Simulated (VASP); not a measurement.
MnF$_{2}$ (rutile): the cohesive energy from VASP (plane waves, PAW) at several levels of theory. Atoms are spin-polarised in a large box without symmetry, with the spin fixed by Hund's rule, and may not be in the lowest state of each functional; no zero-point energy is added.

```csv
level,cohesive energy (eV/atom)
LDA,5.20
PBE,4.40
PBEsol,4.67
r2SCAN,4.53
```

The cell of the LDA run:

```yaml
crystal:
  lattice:
    - [4.77087, 0.00000, 0.00000]
    - [0.00000, 4.77087, 0.00000]
    - [0.00000, 0.00000, 3.21894]
  atoms:
    - { symbol: Mn, position: [0.00000, 0.00000, 0.00000], spin: 4.4 }
    - { symbol: Mn, position: [0.50000, 0.50000, 0.50000], spin: -4.4 }
    - { symbol: F, position: [0.30196, 0.30196, 0.00000] }
    - { symbol: F, position: [0.80196, 0.19804, 0.50000] }
    - { symbol: F, position: [0.19804, 0.80196, 0.50000] }
    - { symbol: F, position: [0.69804, 0.69804, 0.00000] }
```

Only levels that ran to the end are used. Left out are those held back, those with too coarse a band path, GW runs whose mesh misses a band edge, hybrids' fits of cells that aren't cubic and levels without matching references; a question may draw on a part of the rest.
